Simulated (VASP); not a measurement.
```xyz
2
Lattice="0.0000 2.9700 2.9700 2.9700 0.0000 2.9700 2.9700 2.9700 0.0000" Properties=species:S:1:pos:R:3 pbc="T T T"
Pb     0.0000     0.0000     0.0000
S      2.9700     2.9700     2.9700
```

The numbers are results of PBE GGA, VASP's PBE PAW potentials (set 64) (plane waves; VASP), not measurements. Settings: 400 eV cut-off, 7×7×7 Γ-centred mesh, Gaussian smearing of 0.050 eV, potentials Pb_d S.

Problem. Predict the energy per atom (σ→0), pressure.

Solution. 
* **energy per atom (σ→0)**: -4.380 eV/atom
* **pressure**: 1.85 GPa

The compound is PbS in the rock salt structure. The cell was not relaxed at this level.
